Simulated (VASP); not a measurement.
Computed with HSE06 screened hybrid, VASP's PBE PAW potentials (set 64) (plane waves; VASP).

Input for VASP

File KPOINTS:
```
K-points
0
gamma
1 1 1
0 0 0
```

POSCAR:
```
C36Si35
1.0
  4.6409808260  -8.0384148411   0.0000000000
  4.6409808260   8.0384148411   0.0000000000
  0.0000000000   0.0000000000  10.1276834096
Si C
35 36
Cart
  9.2769269638   0.0057501756   0.0102582323
  4.6502330181  -8.0118962625   5.0374635670
  1.5302724516  -0.9029420598   7.6233140844
  1.5613915062   0.8853285681   2.5317257659
  6.1816328428  -5.3573497558   0.0100513490
  6.1711144357  -5.3805601755   5.0369083795
  3.0948857030   1.8041086693   7.6225077749
  3.0938267352   3.5722921474   2.5398774025
  7.7351157538  -2.6790852969   0.0086549309
  3.0942412639   5.3588195374   5.0616614485
  4.6411059830   4.4661506328   7.6114885819
  4.6416199257   6.2539560110   2.5400186513
  6.1898264736   5.3531056392   0.0103894739
  1.5740153606  -2.6835298707   5.0373902375
  3.0951351209  -3.5691406700   7.6132040424
  3.0936535379  -1.7680443299   2.5324789931
  3.0933378153   0.0002762168   0.0281235195
  4.6582387903  -0.9024847037   7.6239237689
  4.6251628263   0.8855426641   2.5316953291
  4.6481270199   2.6811963020   0.0100564878
  4.6588923453   2.6585065779   5.0374678955
  6.1869005784   1.7853616711   7.6127948587
  6.1905415791   3.5722531305   2.5327782206
  3.0945332618  -5.3580458488   0.0027125673
  3.0946509423  -5.3574865375   5.0638410131
  4.6438557294  -6.2535118644   7.6126963710
  4.6388491372  -4.4657193204   2.5333203970
  4.6392389424  -2.6851204768   0.0108298590
  4.6148205671  -2.6828653550   5.0377552929
  6.1890602904  -3.5728400007   7.6115521605
  6.1870289539  -1.7841150376   2.5402692041
  6.1933592045   0.0062738879   0.0108526270
  6.1789110696   0.0269576738   5.0376277691
  7.7353767737  -0.8931667605   7.6119221491
  7.7345279899   0.8980362160   2.5330939896
  9.2745119440   0.0046977204   8.2456659419
  4.6394219813  -8.0335191354   3.1563850024
  1.3393022511  -1.0117697870   5.7718985272
  1.5305197894   0.9026490556   0.6050398122
  6.1814803578  -5.3550310783   8.2448534222
  6.1843104530  -5.3595119254   3.1563683160
  3.0949624402   2.0226800087   5.7702872138
  3.0942808579   3.5725395473   0.6247175142
  3.0942453419   5.3589197225   8.2329816707
  7.7349791368  -2.6781998823   3.1685782137
  4.6387111302   4.4675387433   5.6936201328
  4.6410345899   6.2530424990   0.6251869587
  6.1883520391   5.3500353256   8.2456258971
  1.5497633505  -2.6806503778   3.1565083343
  3.0947236033  -3.5721304426   5.6911717147
  3.0937763086  -1.8040679796   0.6059577723
  3.0943339493  -0.0005264744   8.2179249055
  3.0931896431   0.0017433682   2.9382940125
  4.8490854869  -1.0113056048   5.7728386993
  4.6567257957   0.9026764866   0.6054030092
  4.6489142333   2.6836359962   8.2448998272
  4.6448074507   2.6794521203   3.1563178204
  6.1903765073   1.7881474376   5.6911346302
  6.1923805910   3.5710244411   0.6273756696
  3.0950804817  -5.3581198617   8.2294591510
  3.0939354733  -5.3571100913   3.1701755002
  4.6400149135  -6.2507632209   5.6908177967
  4.6373229622  -4.4674239845   0.6273669020
  4.6422597559  -2.6879688923   8.2461775874
  4.6380419091  -2.6801370214   3.1564070159
  6.1913155054  -3.5715725421   5.6933753812
  6.1881414203  -1.7847829398   0.6253015109
  6.1963637313   0.0052224850   8.2462525252
  6.1884184279   0.0054254357   3.1566474461
  7.7350198512  -0.8968230713   5.6943739981
  7.7350127398   0.8993089165   0.6281037933
```

**INCAR**
```
AEXX = 0.25
ALGO = Normal
EDIFF = 1E-5
ENCUT = 400
GGA = PE
HFSCREEN = 0.2
ISIF = 0
ISMEAR = 0
ISYM = 0
LASPH = .True.
LCHARG = .False.
LHFCALC = .True.
LREAL = Auto
LWAVE = .False.
NELM = 50
NELMIN = 4
PREC = Normal
PRECFOCK = Fast
SIGMA = 0.05
SYSTEM = C36Si35
```

POTCAR, in this order: Si C (PBE.64 set). Program: vasp_gam. Read from the step before: WAVECAR.

### Question
What will the output report for the number of irreducible k-points (NKPTS), largest plane-wave count, FFT grid (NGX, NGY, NGZ)?

### Answer

* **number of irreducible k-points (NKPTS)**: 1
* **largest plane-wave count**: 6857
* **FFT grid (NGX, NGY, NGZ)**: 48 × 48 × 50

The cell is a supercell with a defect, built from SiC (4h): vac_Si. The cell's shape comes from a PBE relaxation. The run is not spin-polarised, so no state with unpaired spins was tried.
